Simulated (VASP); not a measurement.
# How SCF solver and precision settings change a VASP run on FeSi (Fersilicite), part 3 of 4

A convergence test on FeSi (Fersilicite): the SCF solver and precision settings. The series runs use PBE. The start is a cell from a database of measured crystal structures.

VASP 6.6.1; PBE, spin-polarised from a ferromagnetic start; plane waves and PAW (Fe, Si).

So far. Step 5 (SCF solver: ALGO = All): Against the first of the series the energy stays within 0.01 meV an atom; the pressure moves by -0.01 GPa, after 31 cycles in 36 s. Step 7 (SCF solver: AMIX = 0.1, BMIX = 0.01): Against the first of the series the energy stays within 0.01 meV an atom; the pressure moves by +0.02 GPa, after 21 cycles in 22 s.

The database entry behind the starting cell differs from later determinations by our own check (about 0.5 % short), so it need not match the best structure at ambient conditions.

## (8) SCF solver: AMIX = 0.8

Contents of INCAR:

```
SYSTEM = FeSi
PREC = Accurate
ENCUT = 400
EDIFF = 1E-06
NELM = 100
ISMEAR = -1
SIGMA = 0.05
LREAL = .FALSE.
ALGO = Normal
GGA = PE
NBANDS = 43
ISPIN = 2
MAGMOM = 3 3 3 3 0 0 0 0
LASPH = .TRUE.
LMAXMIX = 4
LORBIT = 11
LWAVE = .FALSE.
LCHARG = .FALSE.
KPAR = 8
ISIF = 2
AMIX = 0.8
```

Contents of POSCAR:

```
FeSi
1.0
    4.4670000000      0.0000000000      0.0000000000
    0.0000000000      4.4670000000      0.0000000000
    0.0000000000      0.0000000000      4.4670000000
Fe Si
4 4
Direct
    0.1340000000      0.1340000000      0.1340000000
    0.3660000000      0.8660000000      0.6340000000
    0.6340000000      0.3660000000      0.8660000000
    0.8660000000      0.6340000000      0.3660000000
    0.8445000000      0.8445000000      0.8445000000
    0.6555000000      0.1555000000      0.3445000000
    0.3445000000      0.6555000000      0.1555000000
    0.1555000000      0.3445000000      0.6555000000
```

Contents of KPOINTS:

```
Automatic mesh
0
Gamma
5 5 5
0 0 0
```

PAW data sets: Fe and Si (PBE family, release 64).

The run is started by

```
mpirun -np 8 vasp_std
```

Output:

```text
[... set-up lines as in an earlier step ...]
 entering main loop
       N       E                     dE             d eps       ncg     rms          rms(c)
[... 5 cycles as in an earlier step ...]
DAV:   6    -0.136680722502E+03   -0.72321E+02   -0.21366E+02  2354   0.204E+02    0.925E+01
DAV:   7    -0.582584691242E+02    0.78422E+02   -0.13456E+02  2310   0.149E+02    0.140E+01
DAV:   8    -0.588969022568E+02   -0.63843E+00   -0.14550E+01  2799   0.232E+01    0.553E+00
DAV:   9    -0.587277358818E+02    0.16917E+00   -0.68965E-01  2644   0.915E+00    0.450E+00
[...]
DAV:  20    -0.587473768939E+02    0.19782E-05   -0.34174E-06  2052   0.134E-02    0.789E-03
DAV:  21    -0.587473781493E+02   -0.12553E-05   -0.22719E-06  1689   0.107E-02    0.362E-03
DAV:  22    -0.587473783143E+02   -0.16502E-06   -0.45435E-07  1078   0.440E-03
   1 F= -.58747378E+02 E0= -.58726589E+02  d E =-.415794E-01  mag=     0.0001
```

Run time: 20 s. Hardware: 8 MPI ranks of Intel Xeon Platinum 8375C at 2.90GHz (Ice Lake), shared host; peak memory 1.8 GiB.

OUTCAR, selected parts (step 8):

```text
  Total       -1.5012158     -1.5012158     -1.5012158      0.0000000      0.0000000      0.0000000
  in kB      -26.9839705    -26.9839705    -26.9839705      0.0000000      0.0000000      0.0000000
  external PRESSURE =     -26.9839705 kB  Pullay stress =       0.0000000 kB

 POSITION                                       TOTAL-FORCE (eV/Angst)
 -----------------------------------------------------------------------------------
      0.59858      0.59858      0.59858         0.154521      0.154521      0.154521
      1.63492      3.86842      2.83208        -0.154521     -0.154521      0.154521
      2.83208      1.63492      3.86842         0.154521     -0.154521     -0.154521
      3.86842      2.83208      1.63492        -0.154521      0.154521     -0.154521
      3.77238      3.77238      3.77238        -0.298031     -0.298031     -0.298031
      2.92812      0.69462      1.53888         0.298031      0.298031     -0.298031
      1.53888      2.92812      0.69462        -0.298031      0.298031      0.298031
      0.69462      1.53888      2.92812         0.298031     -0.298031      0.298031
 -----------------------------------------------------------------------------------
    total drift:                                0.000000     -0.000000     -0.000000

  FREE ENERGIE OF THE ION-ELECTRON SYSTEM (eV)
  ---------------------------------------------------
  free  energy   TOTEN  =       -58.7473783143 eV

  energy  without entropy=      -58.7057988645  energy(sigma->0) =      -58.72658859

 magnetization (x)
# of ion       s       p       d       tot
------------------------------------------
    1        0.000   0.000   0.000   0.000
    2        0.000   0.000   0.000   0.000
    3        0.000   0.000   0.000   0.000
    4        0.000   0.000   0.000   0.000
    5        0.000  -0.000   0.000  -0.000
    6        0.000  -0.000   0.000  -0.000
    7        0.000  -0.000   0.000  -0.000
    8        0.000  -0.000   0.000  -0.000
--------------------------------------------------
tot          0.000   0.000   0.000   0.000

[... 2 parts as in an earlier step ...]

[... 1 further part left out ...]
[key lines of the parts left out:]
E-fermi :   9.6501
```

Against the first of the series the energy stays within 0.01 meV an atom and the pressure within 0.01 GPa, after 22 cycles in 20 s.

## (9) SCF solver: IMIX = 1, AMIX = 0.2

INCAR: that of step 8 with these lines changed.

```diff
@@ -20,2 +20,3 @@
 ISIF = 2
-AMIX = 0.8
+IMIX = 1
+AMIX = 0.2
```

POSCAR is that of step 8.

KPOINTS is that of step 8.

The run is started by

```
mpirun -np 8 vasp_std
```

Output:

```text
[... set-up lines as in an earlier step ...]
 entering main loop
       N       E                     dE             d eps       ncg     rms          rms(c)
[... 5 cycles as in an earlier step ...]
DAV:   6    -0.588128965236E+02    0.55466E+01   -0.16575E+01  2523   0.549E+01    0.117E+01
DAV:   7    -0.588991359561E+02   -0.86239E-01   -0.14298E+00  2656   0.113E+01    0.881E+00
DAV:   8    -0.588204022168E+02    0.78734E-01   -0.76858E-02  2530   0.195E+00    0.647E+00
DAV:   9    -0.587618098402E+02    0.58592E-01   -0.22471E-02  2680   0.847E-01    0.492E+00
[...]
DAV:  56    -0.587473742686E+02   -0.18035E-05   -0.50665E-07   982   0.487E-03    0.133E-02
DAV:  57    -0.587473755269E+02   -0.12582E-05   -0.26193E-07   982   0.408E-03    0.111E-02
DAV:  58    -0.587473763993E+02   -0.87240E-06   -0.20112E-07   988   0.355E-03
   1 F= -.58747376E+02 E0= -.58726586E+02  d E =-.415813E-01  mag=     0.0058
```

Run time: 56 s. Hardware: 8 MPI ranks; peak memory 1.5 GiB.

OUTCAR, selected parts (step 9):

```text
  Total       -1.4978011     -1.4978011     -1.4978011      0.0000000      0.0000000      0.0000000
  in kB      -26.9225917    -26.9225917    -26.9225917      0.0000000      0.0000000      0.0000000
  external PRESSURE =     -26.9225917 kB  Pullay stress =       0.0000000 kB

 POSITION                                       TOTAL-FORCE (eV/Angst)
 -----------------------------------------------------------------------------------
      0.59858      0.59858      0.59858         0.154496      0.154496      0.154496
      1.63492      3.86842      2.83208        -0.154496     -0.154496      0.154496
      2.83208      1.63492      3.86842         0.154496     -0.154496     -0.154496
      3.86842      2.83208      1.63492        -0.154496      0.154496     -0.154496
      3.77238      3.77238      3.77238        -0.298033     -0.298033     -0.298033
      2.92812      0.69462      1.53888         0.298033      0.298033     -0.298033
      1.53888      2.92812      0.69462        -0.298033      0.298033      0.298033
      0.69462      1.53888      2.92812         0.298033     -0.298033      0.298033
 -----------------------------------------------------------------------------------
    total drift:                                0.000000     -0.000000     -0.000000

  FREE ENERGIE OF THE ION-ELECTRON SYSTEM (eV)
  ---------------------------------------------------
  free  energy   TOTEN  =       -58.7473763993 eV

  energy  without entropy=      -58.7057950634  energy(sigma->0) =      -58.72658573

 magnetization (x)
# of ion       s       p       d       tot
------------------------------------------
    1       -0.000  -0.000   0.002   0.002
    2       -0.000  -0.000   0.002   0.002
    3       -0.000  -0.000   0.002   0.002
    4       -0.000  -0.000   0.002   0.002
    5       -0.000  -0.000   0.000  -0.000
    6       -0.000  -0.000   0.000  -0.000
    7       -0.000  -0.000   0.000  -0.000
    8       -0.000  -0.000   0.000  -0.000
--------------------------------------------------
tot         -0.000  -0.001   0.007   0.006

[... 2 parts as in an earlier step ...]

[... 1 further part left out ...]
[key lines of the parts left out:]
E-fermi :   9.6501
```

Against the first of the series the energy stays within 0.01 meV an atom and the pressure within 0.01 GPa, after 58 cycles in 56 s.

## (10) The SCF solver series as a table

This step: convergence of PBE results with the solver; plane waves and PAW (VASP 6.6.1).

No new run; the numbers come from the runs before.

Differences are taken from the run with ALGO = Normal. Results of the series, by row:

| setting | status | energy less the reference (meV/atom) | pressure (GPa) | largest force difference (meV/Å) | gap (eV) | moment (μB) | SCF cycles | wall time (s) |
| --- | --- | --- | --- | --- | --- | --- | --- | --- |
| ALGO = Normal | converged | 0 | -2.694 | 0 | 0.1707 | -8.00e-4 | 21 | 21 |
| ALGO = Fast | converged | -0.00129 | -2.703 | 0.103 | 0.1711 | -0.0017 | 23 | 23 |
| ALGO = VeryFast | converged | -0.001954 | -2.713 | 0.101 | 0.1702 | 0.0012 | 26 | 23 |
| ALGO = All | converged | -2.35e-4 | -2.708 | 0.207 | 0.1711 | -9.00e-4 | 31 | 36 |
| ALGO = Damped | not_converged | - | - | - | - | 0.0436 | - | 67 |
| AMIX = 0.1, BMIX = 0.01 | converged | -0.0027 | -2.669 | 0.191 | 0.1712 | -9.00e-4 | 21 | 22 |
| AMIX = 0.8 | converged | -3.90e-4 | -2.698 | 0.041 | 0.1715 | 1.00e-4 | 22 | 20 |
| IMIX = 1, AMIX = 0.2 | converged | -3.25e-5 | -2.692 | 0.066 | 0.1689 | 0.0058 | 58 | 56 |

## (11) Precision settings: PREC = Low

This step: PBE, spin-polarised from a ferromagnetic start; plane waves and PAW (Fe, Si) (VASP 6.6.1).

PREC sets the FFT grids, and LREAL, ADDGRID and LASPH trade speed for accuracy.

INCAR: that of step 9 with these lines changed.

```diff
@@ -1,3 +1,3 @@
 SYSTEM = FeSi
-PREC = Accurate
+PREC = Low
 ENCUT = 400
@@ -20,3 +20 @@
 ISIF = 2
-IMIX = 1
-AMIX = 0.2
```

POSCAR is that of step 9.

KPOINTS is that of step 9.

The run is started by

```
mpirun -np 8 vasp_std
```

Output:

```text
[... set-up lines as in an earlier step ...]
 entering main loop
       N       E                     dE             d eps       ncg     rms          rms(c)
DAV:   1     0.301628520065E+03    0.30163E+03   -0.15991E+04  1892   0.102E+03
DAV:   2    -0.398302421775E+02   -0.34146E+03   -0.31641E+03  1895   0.272E+02
DAV:   3    -0.635254084171E+02   -0.23695E+02   -0.22130E+02  2182   0.853E+01
DAV:   4    -0.643389325751E+02   -0.81352E+00   -0.80555E+00  2488   0.153E+01
DAV:   5    -0.643643325304E+02   -0.25400E-01   -0.25365E-01  2365   0.241E+00    0.340E+01
DAV:   6    -0.696731240167E+02   -0.53088E+01   -0.65105E+01  2430   0.110E+02    0.308E+01
DAV:   7    -0.588679322694E+02    0.10805E+02   -0.32692E+01  2255   0.803E+01    0.823E+00
DAV:   8    -0.587876078598E+02    0.80324E-01   -0.22258E+00  2405   0.795E+00    0.379E+00
DAV:   9    -0.587034113621E+02    0.84196E-01   -0.15519E-01  2704   0.440E+00    0.200E+00
DAV:  10    -0.587042686668E+02   -0.85730E-03   -0.24751E-02  2861   0.129E+00    0.151E+00
DAV:  11    -0.587217763631E+02   -0.17508E-01   -0.26466E-02  2829   0.207E+00    0.859E-01
DAV:  12    -0.587412155586E+02   -0.19439E-01   -0.24706E-02  2933   0.182E+00    0.892E-01
DAV:  13    -0.587444775930E+02   -0.32620E-02   -0.46190E-03  2768   0.477E-01    0.785E-01
DAV:  14    -0.587505151055E+02   -0.60375E-02   -0.50731E-03  2892   0.952E-01    0.595E-01
DAV:  15    -0.587520674290E+02   -0.15523E-02   -0.53981E-03  2912   0.849E-01    0.322E-01
DAV:  16    -0.587512517642E+02    0.81566E-03   -0.31766E-03  2868   0.790E-01    0.344E-01
DAV:  17    -0.587521935470E+02   -0.94178E-03   -0.18917E-03  2747   0.731E-01    0.958E-02
DAV:  18    -0.587522392859E+02   -0.45739E-04   -0.25163E-04  2080   0.105E-01    0.621E-02
DAV:  19    -0.587522485915E+02   -0.93056E-05   -0.11914E-05  2959   0.380E-02    0.256E-02
DAV:  20    -0.587522513691E+02   -0.27776E-05   -0.30635E-06  1808   0.158E-02    0.940E-03
DAV:  21    -0.587522520114E+02   -0.64234E-06   -0.11797E-06  1138   0.804E-03
   1 F= -.58752252E+02 E0= -.58731468E+02  d E =-.415672E-01  mag=    -0.0009
```

Run time: 11 s. Hardware: 8 MPI ranks; peak memory 1.1 GiB.

From OUTCAR (step 11):

```text
   NELECT =      48.0000    total number of electrons

 E-fermi :   9.6501

 spin component 1
 k-point     1 :       0.0000    0.0000    0.0000
  band No.  band energies     occupation
    ...
     20       9.3091      0.99891
     21       9.3091      0.99891
     22       9.3091      0.99891
     23       9.5508      0.87948
     24       9.5508      0.87948
     25      10.1992      0.00002
     26      10.1992      0.00002
     27      10.1992      0.00002
     28      12.5136      0.00000
     29      12.5136      0.00000
    ...

 k-point     2 :       0.2000    0.0000    0.0000
  band No.  band energies     occupation
    ...
     20       8.9735      1.00000
     21       9.1525      0.99995
     22       9.4650      0.97593
     23       9.5398      0.90090
     24       9.5640      0.84838
     25       9.9021      0.00644
     26      10.0909      0.00015
     27      10.7424      0.00000
     28      11.9088      0.00000
     29      12.0246      0.00000
    ...

  Total       -1.4621799     -1.4621799     -1.4621799      0.0000000     -0.0000000     -0.0000000
  in kB      -26.2823105    -26.2823105    -26.2823105      0.0000000     -0.0000000     -0.0000000
  external PRESSURE =     -26.2823105 kB  Pullay stress =       0.0000000 kB

 POSITION                                       TOTAL-FORCE (eV/Angst)
 -----------------------------------------------------------------------------------
      0.59858      0.59858      0.59858         0.139589      0.139589      0.139589
      1.63492      3.86842      2.83208        -0.139589     -0.139589      0.139589
      2.83208      1.63492      3.86842         0.139589     -0.139589     -0.139589
      3.86842      2.83208      1.63492        -0.139589      0.139589     -0.139589
      3.77238      3.77238      3.77238        -0.298997     -0.298997     -0.298997
      2.92812      0.69462      1.53888         0.298997      0.298997     -0.298997
      1.53888      2.92812      0.69462        -0.298997      0.298997      0.298997
      0.69462      1.53888      2.92812         0.298997     -0.298997      0.298997
 -----------------------------------------------------------------------------------
    total drift:                                0.000291      0.000454     -0.000017

  FREE ENERGIE OF THE ION-ELECTRON SYSTEM (eV)
  ---------------------------------------------------
  free  energy   TOTEN  =       -58.7522520114 eV

  energy  without entropy=      -58.7106848571  energy(sigma->0) =      -58.73146843

[... 10 parts as in an earlier step ...]

[... 13 further parts left out ...]
```

Numbers from this step:

```yaml
scf_cycles: 21
free_energy_toten: -58.7523 eV
energy_at_zero_smearing: -58.7315 eV
pressure: -2.628 GPa
moment_of_the_cell_from_the_last_line_of_the_log: 0 μB
gap_on_the_k_mesh: 0.1709 eV
```

The series starts at -7.3414 eV an atom and -2.63 GPa, after 21 cycles in 11 s.

## (12) Precision settings: PREC = Medium

INCAR: that of step 11 with these lines changed.

```diff
@@ -1,3 +1,3 @@
 SYSTEM = FeSi
-PREC = Low
+PREC = Medium
 ENCUT = 400
```

POSCAR is that of step 11.

KPOINTS is that of step 11.

The run is started by

```
mpirun -np 8 vasp_std
```

Output:

```text
[... set-up lines as in an earlier step ...]
 entering main loop
       N       E                     dE             d eps       ncg     rms          rms(c)
DAV:   1     0.301635425617E+03    0.30164E+03   -0.15760E+04  1892   0.101E+03
DAV:   2    -0.398246369698E+02   -0.34146E+03   -0.31641E+03  1895   0.272E+02
DAV:   3    -0.635204237938E+02   -0.23696E+02   -0.22130E+02  2182   0.853E+01
DAV:   4    -0.643339457309E+02   -0.81352E+00   -0.80555E+00  2488   0.153E+01
[...]
DAV:  19    -0.587470116612E+02   -0.84448E-05   -0.11101E-05  2879   0.368E-02    0.232E-02
DAV:  20    -0.587470136773E+02   -0.20161E-05   -0.26011E-06  1522   0.123E-02    0.977E-03
DAV:  21    -0.587470143364E+02   -0.65907E-06   -0.63754E-07  1170   0.791E-03
   1 F= -.58747014E+02 E0= -.58726223E+02  d E =-.415819E-01  mag=    -0.0008
```

Wall time 11 s (8 MPI ranks); peak memory 1.2 GiB.

From OUTCAR (step 12):

```text
  Total       -1.4951888     -1.4951888     -1.4951888      0.0000000      0.0000000      0.0000000
  in kB      -26.8756374    -26.8756374    -26.8756374      0.0000000      0.0000000      0.0000000
  external PRESSURE =     -26.8756374 kB  Pullay stress =       0.0000000 kB

 POSITION                                       TOTAL-FORCE (eV/Angst)
 -----------------------------------------------------------------------------------
      0.59858      0.59858      0.59858         0.150129      0.150129      0.150129
      1.63492      3.86842      2.83208        -0.150129     -0.150129      0.150129
      2.83208      1.63492      3.86842         0.150129     -0.150129     -0.150129
      3.86842      2.83208      1.63492        -0.150129      0.150129     -0.150129
      3.77238      3.77238      3.77238        -0.297963     -0.297963     -0.297963
      2.92812      0.69462      1.53888         0.297963      0.297963     -0.297963
      1.53888      2.92812      0.69462        -0.297963      0.297963      0.297963
      0.69462      1.53888      2.92812         0.297963     -0.297963      0.297963
 -----------------------------------------------------------------------------------
    total drift:                                0.000030      0.000036      0.000001

  FREE ENERGIE OF THE ION-ELECTRON SYSTEM (eV)
  ---------------------------------------------------
  free  energy   TOTEN  =       -58.7470143364 eV

  energy  without entropy=      -58.7054324472  energy(sigma->0) =      -58.72622339

[... 3 parts as in an earlier step ...]

[... 1 further part left out ...]
[key lines of the parts left out:]
E-fermi :   9.6501
```

Against the first of the series the energy moves by +0.66 meV an atom and the pressure by -0.06 GPa, after 21 cycles in 11 s.

## (13) Precision settings: PREC = Normal

INCAR: that of step 12 with these lines changed.

```diff
@@ -1,3 +1,3 @@
 SYSTEM = FeSi
-PREC = Medium
+PREC = Normal
 ENCUT = 400
```

POSCAR is that of step 12.

KPOINTS is that of step 12.

The run is started by

```
mpirun -np 8 vasp_std
```

Output:

```text
[... set-up lines as in an earlier step ...]
 entering main loop
       N       E                     dE             d eps       ncg     rms          rms(c)
DAV:   1     0.301634608978E+03    0.30163E+03   -0.15760E+04  1892   0.101E+03
DAV:   2    -0.398249801218E+02   -0.34146E+03   -0.31641E+03  1895   0.272E+02
DAV:   3    -0.635207257909E+02   -0.23696E+02   -0.22130E+02  2182   0.853E+01
DAV:   4    -0.643342407801E+02   -0.81351E+00   -0.80554E+00  2488   0.153E+01
[...]
DAV:  19    -0.587475297695E+02   -0.82232E-05   -0.10861E-05  2879   0.363E-02    0.228E-02
DAV:  20    -0.587475316377E+02   -0.18682E-05   -0.24694E-06  1482   0.117E-02    0.996E-03
DAV:  21    -0.587475323210E+02   -0.68331E-06   -0.59043E-07  1130   0.809E-03
   1 F= -.58747532E+02 E0= -.58726740E+02  d E =-.415848E-01  mag=    -0.0008
```

It took 12 s on 8 MPI ranks; peak memory 1.4 GiB.

Parts of OUTCAR (step 13):

```text
  Total       -1.4964439     -1.4964439     -1.4964439      0.0000000     -0.0000000      0.0000000
  in kB      -26.8981967    -26.8981967    -26.8981967      0.0000000     -0.0000000      0.0000000
  external PRESSURE =     -26.8981967 kB  Pullay stress =       0.0000000 kB

 POSITION                                       TOTAL-FORCE (eV/Angst)
 -----------------------------------------------------------------------------------
      0.59858      0.59858      0.59858         0.155226      0.155226      0.155226
      1.63492      3.86842      2.83208        -0.155226     -0.155226      0.155226
      2.83208      1.63492      3.86842         0.155226     -0.155226     -0.155226
      3.86842      2.83208      1.63492        -0.155226      0.155226     -0.155226
      3.77238      3.77238      3.77238        -0.297918     -0.297918     -0.297918
      2.92812      0.69462      1.53888         0.297918      0.297918     -0.297918
      1.53888      2.92812      0.69462        -0.297918      0.297918      0.297918
      0.69462      1.53888      2.92812         0.297918     -0.297918      0.297918
 -----------------------------------------------------------------------------------
    total drift:                                0.000002      0.000001     -0.000000

  FREE ENERGIE OF THE ION-ELECTRON SYSTEM (eV)
  ---------------------------------------------------
  free  energy   TOTEN  =       -58.7475323210 eV

  energy  without entropy=      -58.7059475653  energy(sigma->0) =      -58.72673994

[... 3 parts as in an earlier step ...]

[... 1 further part left out ...]
[key lines of the parts left out:]
E-fermi :   9.6501
```

Against the first of the series the energy moves by +0.59 meV an atom and the pressure by -0.06 GPa, after 21 cycles in 12 s.

(Part 3 of 4 ends here.)

[Lines on the potential files, build, host, timing and source positions are cut from VASP's logs without a mark.]

[Logs are printed without paths, hosts, clocks, repeated set-up lines and the standing remarks that a program may print on its own settings, such as how far it seeks lower states.]

[Hosts, paths, dates, database ids (printed as entryN), source tags and the programs' standing remarks are cut or masked in the printed files.]

[A measured line is paired with the nearest computed mode of its activity, which favours agreement.]
